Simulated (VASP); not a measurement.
# G0W0 gap of GaN against strain, part 3 of 4

How does the quasiparticle gap of GaN follow strain, and does the starting functional get the slope right? The cell is of the zinc-blende type, one of the forms listed for this formula, which need not be the common one. The start is a computed cell from the Materials Project.

VASP 6.6.1, plane waves and PAW; the level of theory is named at each step.

So far, quasiparticle gap on the mesh (eV): step 4 (G0W0) 2.87. Also gap on the k-mesh (eV): step 3 (empty bands) 1.72; step 5 (ground state of a strained cell, scale 0.94) 2.12.

## (7) G0W0, scale 0.94

This step: G0W0 on PBE; plane waves and PAW (Ga_d_GW, N_GW) (VASP 6.6.1).

G0W0 on the strained cell, with unchanged settings.

INCAR

```
SYSTEM = GaN
PREC = Accurate
ENCUT = 450
ISMEAR = 0
SIGMA = 0.01
LREAL = .FALSE.
GGA = PE
NBANDS = 96
ALGO = EVGW0
NELMGW = 1
ENCUTGW = 150
NOMEGA = 48
PRECFOCK = Fast
NBANDSGW = 24
LWAVE = .FALSE.
LCHARG = .FALSE.
```

POSCAR

```
GaN
1.0
    0.0000000000      2.2074978911      2.2074978911
    2.2074978911      0.0000000000      2.2074978911
    2.2074978911      2.2074978911      0.0000000000
Ga N
1 1
Direct
    0.0000000000      0.0000000000      0.0000000000
    0.2500000000      0.2500000000      0.2500000000
```

KPOINTS

```
Automatic mesh
0
Gamma
6 6 6
0 0 0
```

PAW data sets: Ga_d_GW and N_GW (PBE family, release 64).

Command:

```console
$ mpirun -np 8 vasp_std
```

Log:

```text
[banner, memory and clock lines left out]
running    8 mpi-ranks, on    1 nodes
[...]
[... a notice as in an earlier step ...]

 [... a notice as in an earlier step ...]

 LDA part: xc-table for (Slater+PW92), standard interpolation
 found WAVECAR, reading the header
 POSCAR, INCAR and KPOINTS ok, starting setup
[...]
reading WAVECAR
 the WAVECAR file was read successfully
 initial charge from wavefunction
 available memory per node:     33.88 GB, setting MAXMEM to     34689

 The Fermi energy was updated, please check that it is located mid-gap
 values below the HOMO (VB) or above the LUMO (CB) will cause erroneous energies
 E-fermi :   6.8445

 calculate exact exchange contribution
 the WAVEDER file was read successfully
energies w=
    0.000    0.000    0.782    0.000    1.562    0.000    2.335    0.000
    3.099    0.000    3.852    0.000    4.593    0.000    5.321    0.000
    6.035    0.000    6.736    0.000    7.424    0.000    8.102    0.000
[...]
total number of BLAS operations        611.61 Gflops
NQ=  12   -0.3333    0.3333    0.0000,
|.........|.........|.........|.........|.........|.........|.........|.........
 performed      10357000 updates of chi_q(r,r)
 total number of BLAS operations        673.35 Gflops
NQ=  13    0.5000    0.5000    0.0000,
|.........|.........|.........|.........|.........|.........|.........|.........
 performed      10907000 updates of chi_q(r,r)
 total number of BLAS operations        710.60 Gflops
NQ=  14    0.5000    0.3333    0.1667,
|.........|.........|.........|.........|.........|.........|.........|.........
 performed      12166000 updates of chi_q(r,r)
 total number of BLAS operations        794.07 Gflops
NQ=  15   -0.3333    0.3333    0.1667,
|.........|.........|.........|.........|.........|.........|.........|.........
 performed      13352000 updates of chi_q(r,r)
 total number of BLAS operations        874.38 Gflops
NQ=  16   -0.3333    0.5000    0.1667,
|.........|.........|.........|.........|.........|.........|.........|.........
 performed      14330000 updates of chi_q(r,r)
 total number of BLAS operations        940.65 Gflops
 resolving degeneracies of screened two electron integrals

 calculate QP shifts <psi_nk| G(iteration)W_0 |psi_nk>: iteration 1
 entering main loop
```

The job ended after 49 s (8 MPI ranks of Intel Xeon 6975P-C (Granite Rapids), shared host; peak memory 1.4 GiB).

Parts of OUTCAR (step 7):

```text
 QP shifts <psi_nk| G(iteration)W_0 |psi_nk>: iteration 1
 for sc-GW calculations column KS-energies equals QP-energies in previous step
 and V_xc(KS)=  KS-energies - (<T + V_ion + V_H > + <T+V_H+V_ion>^1  + <V_x>^1)
 k-point   1 :       0.0000    0.0000    0.0000
  band No.  KS-energies  QP-energies   sigma(KS)   V_xc(KS)     V^pw_x(r,r')   Z            occupation Imag(sigma)
    ...
      6      -7.4010     -10.4599     -25.9200     -21.8051     -35.1784       0.7433       2.0000       0.1875
      7       5.7859       5.1706     -18.7978     -18.0044     -21.7538       0.7754       2.0000       0.0933
      8       5.7859       5.1706     -18.7978     -18.0044     -21.7538       0.7754       2.0000       0.0933
      9       5.7859       5.1706     -18.7978     -18.0044     -21.7538       0.7754       2.0000       0.0933
     10       7.9030       8.5490     -12.7304     -13.5319      -9.0451       0.8059       0.0000      -0.0613
     11      16.4638      17.2287     -10.6992     -11.6525      -5.5133       0.8023       0.0000      -0.1278
     12      16.4638      17.2287     -10.6992     -11.6525      -5.5133       0.8023       0.0000      -0.1278
     13      16.4638      17.2287     -10.6992     -11.6525      -5.5133       0.8023       0.0000      -0.1278
    ...

[... 2 parts as in an earlier step ...]

[... 1 further part left out ...]
[key lines of the parts left out:]
E-fermi :   6.8445
```

The gap is now 3.378 eV, +509 meV against the unstrained cell. Spin-orbit coupling is left out.

## (8) Ground state of a strained cell, scale 0.97

This step: PBE; plane waves and PAW (Ga_d_GW, N_GW) (VASP 6.6.1).

The volume is scaled by 0.97, at the same cutoff, mesh and band count, and the chain is run again.

INCAR

```
SYSTEM = GaN
PREC = Accurate
ENCUT = 450
EDIFF = 1E-08
NELM = 100
ISMEAR = 0
SIGMA = 0.01
LREAL = .FALSE.
ALGO = Normal
GGA = PE
NBANDS = 15
LORBIT = 11
LWAVE = .TRUE.
LCHARG = .FALSE.
KPAR = 8
```

POSCAR

```
GaN
1.0
    0.0000000000      2.2307364187      2.2307364187
    2.2307364187      0.0000000000      2.2307364187
    2.2307364187      2.2307364187      0.0000000000
Ga N
1 1
Direct
    0.0000000000      0.0000000000      0.0000000000
    0.2500000000      0.2500000000      0.2500000000
```

KPOINTS is that of step 7.

Command:

```console
$ mpirun -np 8 vasp_std
```

Log:

```text
[... set-up lines as in an earlier step ...]
 entering main loop
       N       E                     dE             d eps       ncg     rms          rms(c)
DAV:   1     0.121272570092E+03    0.12127E+03   -0.10552E+04   520   0.178E+03
DAV:   2    -0.659681632113E+01   -0.12787E+03   -0.12186E+03   536   0.360E+02
DAV:   3    -0.140143483950E+02   -0.74175E+01   -0.73734E+01   599   0.999E+01
DAV:   4    -0.141413977781E+02   -0.12705E+00   -0.12703E+00   599   0.148E+01
[...]
DAV:  12    -0.120887429422E+02   -0.16345E-05   -0.81665E-06   529   0.327E-02    0.324E-03
DAV:  13    -0.120887427664E+02    0.17576E-06   -0.53854E-07   756   0.102E-02    0.357E-04
DAV:  14    -0.120887427722E+02   -0.57662E-08   -0.19203E-08   468   0.213E-03
   1 F= -.12088743E+02 E0= -.12088743E+02  d E =-.252965E-13
 writing wavefunctions
```

Wall time 1.6 s (8 MPI ranks); peak memory 1.1 GiB; 6.7 s of CPU time.

OUTCAR, selected parts (step 8):

```text
  Total        1.3330047      1.3330047      1.3330047      0.0000000      0.0000000      0.0000000
  in kB       96.1983205     96.1983205     96.1983205      0.0000000      0.0000000      0.0000000
  external PRESSURE =      96.1983205 kB  Pullay stress =       0.0000000 kB

 POSITION                                       TOTAL-FORCE (eV/Angst)
 -----------------------------------------------------------------------------------
      0.00000      0.00000      0.00000        -0.000000      0.000000      0.000000
      1.11537      1.11537      1.11537         0.000000     -0.000000     -0.000000
 -----------------------------------------------------------------------------------
    total drift:                                0.000014      0.000014      0.000015

  FREE ENERGIE OF THE ION-ELECTRON SYSTEM (eV)
  ---------------------------------------------------
  free  energy   TOTEN  =       -12.0887427722 eV

  energy  without entropy=      -12.0887427722  energy(sigma->0) =      -12.08874277

[... 1 part as in an earlier step ...]

[... 2 further parts left out ...]
[key lines of the parts left out:]
E-fermi :   5.4737
```

The run ends at a pressure of 9.62 GPa.

## (9) Empty bands, scale 0.97

The empty bands are made again, for the run that follows.

INCAR

```
SYSTEM = GaN
PREC = Accurate
ENCUT = 450
ISMEAR = 0
SIGMA = 0.01
LREAL = .FALSE.
GGA = PE
NBANDS = 96
ALGO = Exact
NELM = 1
LWAVE = .TRUE.
LCHARG = .FALSE.
LOPTICS = .TRUE.
NEDOS = 1000
CSHIFT = 0.1
```

POSCAR is that of step 8.

KPOINTS is that of step 8.

Command:

```console
$ mpirun -np 8 vasp_std
```

Log:

```text
[... set-up lines as in an earlier step ...]
 entering main loop
       N       E                     dE             d eps       ncg     rms          rms(c)
DIA:   1    -0.120887427893E+02   -0.12089E+02    0.00000E+00     0   0.000E+00
   1 F= -.12088743E+02 E0= -.12088743E+02  d E =-.575823E-41
 writing wavefunctions
 optical routines
 imaginary and real dielectric function
 recalculating local potential from charge density
 direction            1
 direction            2
 direction            3
```

Run time: 2 s. Hardware: 8 MPI ranks; peak memory 0.92 GiB.

From OUTCAR (step 9):

```text
  Total        1.3326092      1.3326092      1.3326092      0.0000000      0.0000000      0.0000000
  in kB       96.1697823     96.1697823     96.1697823      0.0000000      0.0000000      0.0000000
  external PRESSURE =      96.1697823 kB  Pullay stress =       0.0000000 kB

 POSITION                                       TOTAL-FORCE (eV/Angst)
 -----------------------------------------------------------------------------------
      0.00000      0.00000      0.00000         0.000000     -0.000000     -0.000000
      1.11537      1.11537      1.11537        -0.000000      0.000000      0.000000
 -----------------------------------------------------------------------------------
    total drift:                                0.000014      0.000014      0.000015

  FREE ENERGIE OF THE ION-ELECTRON SYSTEM (eV)
  ---------------------------------------------------
  free  energy   TOTEN  =       -12.0887427893 eV

  energy  without entropy=      -12.0887427893  energy(sigma->0) =      -12.08874279

[... 2 parts as in an earlier step ...]

[... 1 further part left out ...]
[key lines of the parts left out:]
E-fermi :   5.5194
```

## (10) G0W0, scale 0.97

This step: G0W0 on PBE; plane waves and PAW (Ga_d_GW, N_GW) (VASP 6.6.1).

INCAR

```
SYSTEM = GaN
PREC = Accurate
ENCUT = 450
ISMEAR = 0
SIGMA = 0.01
LREAL = .FALSE.
GGA = PE
NBANDS = 96
ALGO = EVGW0
NELMGW = 1
ENCUTGW = 150
NOMEGA = 48
PRECFOCK = Fast
NBANDSGW = 24
LWAVE = .FALSE.
LCHARG = .FALSE.
```

POSCAR is that of step 9.

KPOINTS is that of step 9.

Command:

```console
$ mpirun -np 8 vasp_std
```

Log:

```text
[banner, memory and clock lines left out]
running    8 mpi-ranks, on    1 nodes
[...]
[... a notice as in an earlier step ...]

 [... a notice as in an earlier step ...]

 LDA part: xc-table for (Slater+PW92), standard interpolation
 found WAVECAR, reading the header
 POSCAR, INCAR and KPOINTS ok, starting setup
[...]
reading WAVECAR
 the WAVECAR file was read successfully
 initial charge from wavefunction
 available memory per node:     33.55 GB, setting MAXMEM to     34351

 The Fermi energy was updated, please check that it is located mid-gap
 values below the HOMO (VB) or above the LUMO (CB) will cause erroneous energies
 E-fermi :   6.3870

 calculate exact exchange contribution
 the WAVEDER file was read successfully
energies w=
    0.000    0.000    0.767    0.000    1.531    0.000    2.289    0.000
    3.039    0.000    3.777    0.000    4.504    0.000    5.218    0.000
    5.918    0.000    6.605    0.000    7.281    0.000    7.945    0.000
[...]
total number of BLAS operations        625.20 Gflops
NQ=  12   -0.3333    0.3333    0.0000,
|.........|.........|.........|.........|.........|.........|.........|.........
 performed      10357000 updates of chi_q(r,r)
 total number of BLAS operations        689.74 Gflops
NQ=  13    0.5000    0.5000    0.0000,
|.........|.........|.........|.........|.........|.........|.........|.........
 performed      10907000 updates of chi_q(r,r)
 total number of BLAS operations        726.99 Gflops
NQ=  14    0.5000    0.3333    0.1667,
|.........|.........|.........|.........|.........|.........|.........|.........
 performed      12166000 updates of chi_q(r,r)
 total number of BLAS operations        810.46 Gflops
NQ=  15   -0.3333    0.3333    0.1667,
|.........|.........|.........|.........|.........|.........|.........|.........
 performed      13352000 updates of chi_q(r,r)
 total number of BLAS operations        894.30 Gflops
NQ=  16   -0.3333    0.5000    0.1667,
|.........|.........|.........|.........|.........|.........|.........|.........
 performed      14330000 updates of chi_q(r,r)
 total number of BLAS operations        969.50 Gflops
 resolving degeneracies of screened two electron integrals

 calculate QP shifts <psi_nk| G(iteration)W_0 |psi_nk>: iteration 1
 entering main loop
```

The job ended after 49 s (8 MPI ranks; peak memory 1.5 GiB; 5.1 min of CPU time).

From OUTCAR (step 10):

```text
 QP shifts <psi_nk| G(iteration)W_0 |psi_nk>: iteration 1
 for sc-GW calculations column KS-energies equals QP-energies in previous step
 and V_xc(KS)=  KS-energies - (<T + V_ion + V_H > + <T+V_H+V_ion>^1  + <V_x>^1)
 k-point   1 :       0.0000    0.0000    0.0000
  band No.  KS-energies  QP-energies   sigma(KS)   V_xc(KS)     V^pw_x(r,r')   Z            occupation Imag(sigma)
    ...
      6      -7.7468     -10.7782     -25.9103     -21.8061     -35.1823       0.7386       2.0000       0.1901
      7       5.4270       4.8473     -18.6174     -17.8647     -21.5419       0.7701       2.0000       0.0947
      8       5.4270       4.8473     -18.6174     -17.8647     -21.5419       0.7701       2.0000       0.0947
      9       5.4270       4.8473     -18.6174     -17.8647     -21.5419       0.7701       2.0000       0.0947
     10       7.3471       7.9707     -12.6668     -13.4436      -9.0674       0.8028       0.0000      -0.0618
     11      15.9117      16.6452     -10.6191     -11.5381      -5.4400       0.7981       0.0000      -0.1324
     12      15.9117      16.6452     -10.6191     -11.5381      -5.4400       0.7981       0.0000      -0.1324
     13      15.9117      16.6452     -10.6191     -11.5381      -5.4400       0.7981       0.0000      -0.1324
    ...

[... 2 parts as in an earlier step ...]

[... 1 further part left out ...]
[key lines of the parts left out:]
E-fermi :   6.3870
```

The gap is now 3.123 eV, +254 meV against the unstrained cell. Spin-orbit coupling is left out.

## (11) Ground state of a strained cell, scale 1.03

This step: PBE; plane waves and PAW (Ga_d_GW, N_GW) (VASP 6.6.1).

The volume is scaled by 1.03, at the same cutoff, mesh and band count, and the chain is run again.

INCAR

```
SYSTEM = GaN
PREC = Accurate
ENCUT = 450
EDIFF = 1E-08
NELM = 100
ISMEAR = 0
SIGMA = 0.01
LREAL = .FALSE.
ALGO = Normal
GGA = PE
NBANDS = 15
LORBIT = 11
LWAVE = .TRUE.
LCHARG = .FALSE.
KPAR = 8
```

POSCAR

```
GaN
1.0
    0.0000000000      2.2758139458      2.2758139458
    2.2758139458      0.0000000000      2.2758139458
    2.2758139458      2.2758139458      0.0000000000
Ga N
1 1
Direct
    0.0000000000      0.0000000000      0.0000000000
    0.2500000000      0.2500000000      0.2500000000
```

KPOINTS is that of step 10.

Command:

```console
$ mpirun -np 8 vasp_std
```

Log:

```text
[... set-up lines as in an earlier step ...]
 entering main loop
       N       E                     dE             d eps       ncg     rms          rms(c)
DAV:   1     0.106646383837E+03    0.10665E+03   -0.10570E+04   552   0.174E+03
DAV:   2    -0.724873072275E+01   -0.11390E+03   -0.10802E+03   522   0.341E+02
DAV:   3    -0.139824538934E+02   -0.67337E+01   -0.66996E+01   585   0.946E+01
DAV:   4    -0.140941584821E+02   -0.11170E+00   -0.11169E+00   557   0.136E+01
[...]
DAV:  12    -0.121359956822E+02   -0.14941E-05   -0.67952E-06   536   0.330E-02    0.260E-03
DAV:  13    -0.121359955631E+02    0.11913E-06   -0.46434E-07   711   0.899E-03    0.338E-04
DAV:  14    -0.121359955713E+02   -0.82059E-08   -0.15645E-08   494   0.207E-03
   1 F= -.12135996E+02 E0= -.12135996E+02  d E =-.162238E-78
 writing wavefunctions
```

Wall time 1.6 s (8 MPI ranks); peak memory 1.1 GiB.

OUTCAR, selected parts (step 11):

```text
  Total       -0.2634978     -0.2634978     -0.2634978      0.0000000     -0.0000000      0.0000000
  in kB      -17.9080095    -17.9080095    -17.9080095      0.0000000     -0.0000000      0.0000000
  external PRESSURE =     -17.9080095 kB  Pullay stress =       0.0000000 kB

 POSITION                                       TOTAL-FORCE (eV/Angst)
 -----------------------------------------------------------------------------------
      0.00000      0.00000      0.00000        -0.000000      0.000000     -0.000000
      1.13791      1.13791      1.13791         0.000000     -0.000000      0.000000
 -----------------------------------------------------------------------------------
    total drift:                                0.000018      0.000018      0.000018

  FREE ENERGIE OF THE ION-ELECTRON SYSTEM (eV)
  ---------------------------------------------------
  free  energy   TOTEN  =       -12.1359955713 eV

  energy  without entropy=      -12.1359955713  energy(sigma->0) =      -12.13599557

[... 1 part as in an earlier step ...]

[... 2 further parts left out ...]
[key lines of the parts left out:]
E-fermi :   4.9202
```

The run ends at a pressure of -1.79 GPa.

## (12) Empty bands, scale 1.03

The empty bands are made again, for the run that follows.

INCAR

```
SYSTEM = GaN
PREC = Accurate
ENCUT = 450
ISMEAR = 0
SIGMA = 0.01
LREAL = .FALSE.
GGA = PE
NBANDS = 96
ALGO = Exact
NELM = 1
LWAVE = .TRUE.
LCHARG = .FALSE.
LOPTICS = .TRUE.
NEDOS = 1000
CSHIFT = 0.1
```

POSCAR is that of step 11.

KPOINTS is that of step 11.

Command:

```console
$ mpirun -np 8 vasp_std
```

Log:

```text
[... set-up lines as in an earlier step ...]
 entering main loop
       N       E                     dE             d eps       ncg     rms          rms(c)
DIA:   1    -0.121359955869E+02   -0.12136E+02    0.00000E+00     0   0.000E+00
   1 F= -.12135996E+02 E0= -.12135996E+02  d E =-.372538E-13
 writing wavefunctions
 optical routines
 imaginary and real dielectric function
 recalculating local potential from charge density
 direction            1
 direction            2
 direction            3
```

Wall time 2.2 s (8 MPI ranks); peak memory 0.95 GiB.

From OUTCAR (step 12):

```text
  Total       -0.2639171     -0.2639171     -0.2639171      0.0000000     -0.0000000      0.0000000
  in kB      -17.9365065    -17.9365065    -17.9365065      0.0000000     -0.0000000      0.0000000
  external PRESSURE =     -17.9365065 kB  Pullay stress =       0.0000000 kB

 POSITION                                       TOTAL-FORCE (eV/Angst)
 -----------------------------------------------------------------------------------
      0.00000      0.00000      0.00000         0.000000      0.000000     -0.000000
      1.13791      1.13791      1.13791        -0.000000     -0.000000      0.000000
 -----------------------------------------------------------------------------------
    total drift:                                0.000018      0.000018      0.000018

  FREE ENERGIE OF THE ION-ELECTRON SYSTEM (eV)
  ---------------------------------------------------
  free  energy   TOTEN  =       -12.1359955869 eV

  energy  without entropy=      -12.1359955869  energy(sigma->0) =      -12.13599559

[... 2 parts as in an earlier step ...]

[... 1 further part left out ...]
[key lines of the parts left out:]
E-fermi :   4.8354
```

(Part 3 of 4 ends here.)

[Lines on the potential files, build, host, timing and source positions are cut from VASP's logs without a mark.]

[Logs are printed without paths, hosts, clocks, repeated set-up lines and the standing remarks that a program may print on its own settings, such as how far it seeks lower states.]

[Hosts, paths, dates, database ids (printed as entryN), source tags and the programs' standing remarks are cut or masked in the printed files.]

[Pressures printed for these runs are not shown converged in the cutoff: they can be off by several GPa and have the wrong sign.]

[In band tables of VASP the shares of atoms and orbitals are scaled to a sum of 1 inside the atoms' spheres.]
